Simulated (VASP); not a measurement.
# WS2 (Tungstenite) (P6_3/mmc) in VASP: further runs, part 2 of 2

VASP 6.6.1. The steps go on from the part before.

## Step 3: Relaxation of cell and atoms, PBE

This run uses another cell than the first one, of 19.16 Å³/atom, 1.050 times its volume.

INCAR reads:

```
SYSTEM = WS2
ALGO = Normal
EDIFF = 1E-7
EDIFFG = -0.005
ENCUT = 300
GGA = PE
IBRION = 2
ISIF = 3
ISMEAR = 0
KPAR = 2
LASPH = .TRUE.
LCHARG = .FALSE.
LREAL = .FALSE.
LWAVE = .FALSE.
NELM = 80
NSW = 90
PREC = Accurate
SIGMA = 0.03
```

KPOINTS reads:

```
k-points
0
G
  6 6 2
  0 0 0
```

POSCAR reads:

```
WS2                                     
1.0
    3.1777072336     -0.0000000000      0.0000000000
   -1.5888536168      2.7519751901     -0.0000000000
   -0.0000000000      0.0000000000     13.1472759755
  W               S             
     2     4
Direct
     0.3333333332999970    0.6666666667000030    0.2500000000000000
     0.6666666667000030    0.3333333332999970    0.7500000000000000
     0.3333333332999970    0.6666666667000030    0.6305755529032210
     0.6666666667000030    0.3333333332999970    0.1305755529032207
     0.3333333332999970    0.6666666667000030    0.8694244470967790
     0.6666666667000030    0.3333333332999970    0.3694244470967793
```

Potentials or basis: VASP PAW PBE potentials, release 64 (W, S).

Started as:

```console
cat potpaw_PBE.64/W/POTCAR potpaw_PBE.64/S/POTCAR > POTCAR
mpirun -np 2 vasp_std > vasp.out
```

Run time: 2.8 min. Hardware: 2 MPI ranks of Intel Xeon Platinum 8259CL at 2.50GHz (Skylake/Cascade Lake), shared host; peak memory 0.16 GiB.

It converged, with:

```yaml
Free_energy: -47.3921 eV
Relaxed_volume: 19.39 Å³/atom
Relaxed_cell: a = 3.178 Å, b = 3.178 Å, c = 13.308 Å, α = 90.00°, β = 90.00°, γ = 120.00°
Space_group_after_relaxing_to_0.05_Å: P6_3/mmc (No. 194)
Energy_gained_by_relaxing: 0.2 meV/atom
Ionic_steps: 15
Pressure_after_relaxing: 0.0 GPa
Band_gap_on_the_k_mesh: 1.36 eV, indirect (least direct gap 1.79 eV)
```

The path:
```tsv
step	energy change (eV)	largest force (eV/Å)	pressure (GPa)	volume (Å³)
1	0.0000	0.0005	0.12	114.97
2	0.0000	0.0523	-0.22	115.21
3	-0.0001	0.0224	-0.02	115.08
4	-0.0002	0.0218	0.01	115.12
5	-0.0004	0.0198	0.10	115.25
6	-0.0003	0.0158	0.28	115.50
7	-0.0004	0.0182	0.16	115.33
8	-0.0005	0.0190	0.15	115.37
9	-0.0006	0.0213	0.11	115.49
10	-0.0008	0.0259	0.04	115.73
11	-0.0009	0.0352	-0.11	116.20
12	-0.0010	0.0061	0.01	116.30
13	-0.0010	0.0006	0.03	116.32
14	-0.0010	0.0013	0.04	116.32
15	-0.0011	0.0005	0.01	116.37
```

Final structure:
```
W S
1.0
     3.17752    0.00000    0.00000
    -1.58876    2.75182    0.00000
     0.00000    0.00000   13.30812
W S
2 4
Direct
  0.33333 0.66667 0.25000
  0.66667 0.33333 0.75000
  0.33333 0.66667 0.63198
  0.66667 0.33333 0.13198
  0.33333 0.66667 0.86802
  0.66667 0.33333 0.36802
```

Levels at points of the mesh, in eV from the valence-band top:
```
           k point  band 16  band 17  band 18  band 19  band 20  band 21
(0.00, 0.00, 0.00)    -1.76    -0.81     0.00     2.52     2.52     2.52
(0.50, 0.00, 0.00)    -1.59    -1.36    -1.29     2.45     2.46     2.82
(0.00, 0.00, 0.50)    -1.98    -0.28    -0.28     2.52     2.52     2.52
(0.50, 0.00, 0.50)    -1.63    -1.32    -1.32     2.45     2.45     2.90
```

Caveat: the cutoff is under 1.25 times the usual one of these potentials, so pressure, stress and relaxed cells hold a basis-set (Pulay) error; spin-orbit coupling is left out, which moves the levels of the heavy elements; this functional lacks dispersion, which binds the layers, so the pressure and a relaxed spacing across them are unreliable.

## Step 4: Relaxation of cell and atoms, PBE

INCAR reads:

```
PREC     = Accurate       # precision mode
ENCUT    = 600            # plane-wave cutoff, eV
EDIFF    = 1E-6           # SCF threshold, eV
ISMEAR   = 0              # smearing method
SIGMA    = 0.03           # smearing width, eV
LREAL    = F              # projectors in reciprocal space
LASPH    = T              # aspherical terms in the spheres
NELM     = 80             # most SCF steps
ALGO     = Normal         # electronic algorithm
ISIF     = 3              # what is computed and relaxed
LWAVE    = F              # write WAVECAR
LCHARG   = F              # write CHGCAR
GGA      = PE             # functional
IBRION   = 2              # ionic algorithm
NSW      = 90             # ionic steps
EDIFFG   = -0.01          # ionic threshold
KPAR     = 2
```

KPOINTS reads:

```
Automatic mesh
0
Gamma
  12 12 3
```

POSCAR reads:

```
WS2
1.0
    3.1800000000      0.0000000000      0.0000000000
   -1.5900000000      2.7539607840      0.0000000000
    0.0000000000      0.0000000000     12.5000000000
W S
2 4
Direct
    0.3333333333      0.6666666667      0.2500000000
    0.6666666667      0.3333333333      0.7500000000
    0.3333333333      0.6666666667      0.6250000000
    0.6666666667      0.3333333333      0.1250000000
    0.3333333333      0.6666666667      0.8750000000
    0.6666666667      0.3333333333      0.3750000000
```

Potentials or basis: VASP PAW PBE potentials, release 64 (W_sv, S).

Started as:

```console
cat potpaw_PBE.64/W_sv/POTCAR potpaw_PBE.64/S/POTCAR > POTCAR
mpirun -np 2 vasp_std > vasp.out
```

Wall time 5.8 min (2 MPI ranks of Intel Xeon 6975P-C (Granite Rapids), shared host); peak memory 0.35 GiB.

The run converged. Its results:

* Free energy: -47.3588 eV
* Relaxed volume: 20.65 Å³/atom
* Relaxed cell: a = 3.189 Å, b = 3.189 Å, c = 14.073 Å, α = 90.00°, β = 90.00°, γ = 120.00°
* Space group after relaxing (to 0.05 Å): P6_3/mmc (No. 194)
* Energy gained by relaxing: 12.7 meV/atom
* Ionic steps: 13
* Pressure after relaxing: 0.0 GPa
* Largest force after relaxing: 0.004 eV/Å
* Band gap on the k mesh: 1.53 eV, indirect (least direct gap 1.79 eV)

Forces in eV/Å, atoms in the order of the input:
```
W    0.000  0.000  0.000
W    0.000  0.000  0.000
S    0.000  0.000  0.004
S    0.000  0.000  0.004
S    0.000  0.000 -0.004
S    0.000  0.000 -0.004
```

Stress tensor (GPa, compression positive):
```
-0.05  0.00  0.00
 0.00 -0.05  0.00
 0.00  0.00  0.06
```

The path:
| step | energy change (eV) | largest force (eV/Å) | pressure (GPa) | volume (Å³) |
| --- | --- | --- | --- | --- |
| 1 | 0.0000 | 0.1311 | 2.28 | 109.47 |
| 2 | 0.0319 | 0.7272 | -4.02 | 113.63 |
| 3 | -0.0117 | 0.1739 | 0.00 | 110.87 |
| 4 | -0.0178 | 0.1672 | 0.03 | 111.29 |
| 5 | -0.0333 | 0.1432 | 0.14 | 112.55 |
| 6 | -0.0533 | 0.0862 | 0.50 | 115.05 |
| 7 | -0.0632 | 0.0831 | 1.73 | 119.98 |
| 8 | -0.0666 | 0.0384 | 1.34 | 120.60 |
| 9 | -0.0721 | 0.0915 | 0.23 | 122.49 |
| 10 | -0.0725 | 0.1296 | -0.08 | 123.05 |
| 11 | -0.0737 | 0.1054 | -0.07 | 123.22 |
| 12 | -0.0758 | 0.0322 | -0.03 | 123.72 |
| 13 | -0.0760 | 0.0042 | -0.01 | 123.91 |

Final structure:
```yaml
crystal:
  lattice:
    - [3.18860, 0.00000, 0.00000]
    - [-1.59430, 2.76141, 0.00000]
    - [0.00000, 0.00000, 14.07311]
  atoms:
    - { symbol: W, position: [0.33333, 0.66667, 0.25000] }
    - { symbol: W, position: [0.66667, 0.33333, 0.75000] }
    - { symbol: S, position: [0.33333, 0.66667, 0.63838] }
    - { symbol: S, position: [0.66667, 0.33333, 0.13838] }
    - { symbol: S, position: [0.33333, 0.66667, 0.86162] }
    - { symbol: S, position: [0.66667, 0.33333, 0.36162] }
```

Levels at points of the mesh, in eV from the valence-band top:
| k point | band 24 | band 25 | band 26 | band 27 | band 28 | band 29 |
| --- | --- | --- | --- | --- | --- | --- |
| (0.00, 0.00, 0.00) | -1.89 | -0.58 | 0.00 | 2.59 | 2.59 | 2.59 |
| (0.50, 0.00, 0.00) | -1.54 | -1.22 | -1.19 | 2.55 | 2.56 | 2.95 |

Caveat: spin-orbit coupling is left out, which moves the levels of the heavy elements; an odd mesh through Γ misses points on the zone boundary, where band edges often lie; this functional lacks dispersion, which binds the layers, so the pressure and a relaxed spacing across them are unreliable; the volume moved by +13 % from the deposited cell, more than functionals usually miss. PBE usually gives volumes a little too large and moduli too small.

## Step 5: Relaxation of cell and atoms, PBE

This run uses another cell than the first one, of 20.65 Å³/atom, 1.132 times its volume.

INCAR: that of step 4 with these lines changed.

```diff
@@ -2,3 +2,3 @@
 ENCUT    = 600            # plane-wave cutoff, eV
-EDIFF    = 1E-6           # SCF threshold, eV
+EDIFF    = 1E-7           # SCF threshold, eV
 ISMEAR   = 0              # smearing method
@@ -15,3 +15,3 @@
 NSW      = 90             # ionic steps
-EDIFFG   = -0.01          # ionic threshold
+EDIFFG   = -0.005         # ionic threshold
 KPAR     = 2
```

KPOINTS is that of step 4.

POSCAR reads:

```
WS2                                     
1.0
    3.1885958565      0.0000000000      0.0000000000
   -1.5942979282      2.7614050141      0.0000000000
    0.0000000000      0.0000000000     14.0731061438
  W               S             
     2     4
Direct
     0.3333333332999970    0.6666666667000030    0.2500000000000000
     0.6666666667000030    0.3333333332999970    0.7500000000000000
     0.3333333332999970    0.6666666667000030    0.6383814446113163
     0.6666666667000030    0.3333333332999970    0.1383814446113162
     0.3333333332999970    0.6666666667000030    0.8616185553886837
     0.6666666667000030    0.3333333332999970    0.3616185553886838
```

Started as:

```console
cat potpaw_PBE.64/W_sv/POTCAR potpaw_PBE.64/S/POTCAR > POTCAR
mpirun -np 2 vasp_std > vasp.out
```

Wall time 13 min (2 MPI ranks of Intel Xeon 6975P-C (Granite Rapids), shared host); peak memory 0.38 GiB.

Results (log left out):

- Free energy: -47.3646 eV
- Relaxed volume: 21.30 Å³/atom
- Relaxed cell: a = 3.188 Å, b = 3.188 Å, c = 14.518 Å, α = 90.00°, β = 90.00°, γ = 120.00°
- Space group after relaxing (to 0.05 Å): P6_3/mmc (No. 194)
- Energy gained by relaxing: 0.3 meV/atom
- Ionic steps: 29
- Pressure after relaxing: 0.0 GPa
- Band gap on the k mesh: 1.60 eV, indirect (least direct gap 1.79 eV)

Forces in eV/Å, atoms in the order of the input:
```
W    0.000  0.000  0.000
W    0.000  0.000  0.000
S    0.000  0.000 -0.002
S    0.000  0.000 -0.002
S    0.000  0.000  0.002
S    0.000  0.000  0.002
```

The path:
| step | energy change (eV) | largest force (eV/Å) | pressure (GPa) | volume (Å³) |
| --- | --- | --- | --- | --- |
| 1 | 0.0000 | 0.0046 | 0.01 | 123.91 |
| 2 | 0.0000 | 0.0152 | 0.00 | 123.94 |
| 3 | -0.0001 | 0.0223 | -0.01 | 123.95 |
| 4 | -0.0001 | 0.0189 | 0.02 | 123.96 |
| 5 | -0.0001 | 0.0090 | 0.11 | 123.98 |
| 6 | -0.0002 | 0.0092 | 0.10 | 124.01 |
| 7 | -0.0002 | 0.0103 | 0.08 | 124.12 |
| 8 | -0.0004 | 0.0123 | 0.02 | 124.32 |
| 9 | -0.0006 | 0.0162 | -0.08 | 124.74 |
| 10 | -0.0007 | 0.0231 | -0.28 | 125.58 |
| 11 | -0.0007 | 0.0205 | -0.21 | 125.29 |
| 12 | -0.0007 | 0.0190 | -0.20 | 125.33 |
| 13 | -0.0008 | 0.0160 | -0.19 | 125.39 |
| 14 | -0.0009 | 0.0101 | -0.17 | 125.52 |
| 15 | -0.0010 | 0.0020 | -0.12 | 125.77 |
| 16 | -0.0011 | 0.0271 | -0.03 | 126.29 |
| 17 | -0.0012 | 0.0233 | -0.01 | 126.42 |
| 18 | -0.0016 | 0.0130 | 0.03 | 126.83 |
| 19 | -0.0017 | 0.0060 | 0.13 | 127.64 |
| 20 | -0.0017 | 0.0020 | 0.09 | 127.32 |
| 21 | -0.0018 | 0.0128 | -0.01 | 127.53 |
| 22 | -0.0018 | 0.0143 | -0.02 | 127.55 |
| 23 | -0.0018 | 0.0101 | -0.02 | 127.65 |
| 24 | -0.0018 | 0.0070 | -0.03 | 127.73 |
| 25 | -0.0018 | 0.0007 | -0.04 | 127.89 |
| 26 | -0.0018 | 0.0039 | -0.04 | 127.81 |
| 27 | -0.0018 | 0.0058 | 0.03 | 127.79 |
| 28 | -0.0018 | 0.0035 | 0.01 | 127.79 |
| 29 | -0.0018 | 0.0023 | 0.01 | 127.80 |

Final structure:
```xyz
6
Lattice="3.1881 0.0000 0.0000 -1.5941 2.7610 0.0000 0.0000 0.0000 14.5183" Properties=species:S:1:pos:R:3 pbc="T T T"
W     0.0000    1.8407    3.6296
W     1.5941    0.9203   10.8887
S     0.0000    1.8407    9.3179
S     1.5941    0.9203    2.0587
S     0.0000    1.8407   12.4596
S     1.5941    0.9203    5.2004
```

Levels at points of the mesh, in eV from the valence-band top:
```csv
k point,band 23,band 24,band 25,band 26,band 27,band 28,band 29,band 30
"(0.00, 0.00, 0.00)",-1.83,-1.83,-0.48,0.00,2.66,2.66,2.66,2.66
"(0.50, 0.00, 0.00)",-1.50,-1.48,-1.15,-1.13,2.62,2.62,3.03,3.10
```

Caveat: spin-orbit coupling is left out, which moves the levels of the heavy elements; an odd mesh through Γ misses points on the zone boundary, where band edges often lie; this functional lacks dispersion, which binds the layers, so the pressure and a relaxed spacing across them are unreliable. PBE usually gives volumes a little too large and moduli too small.
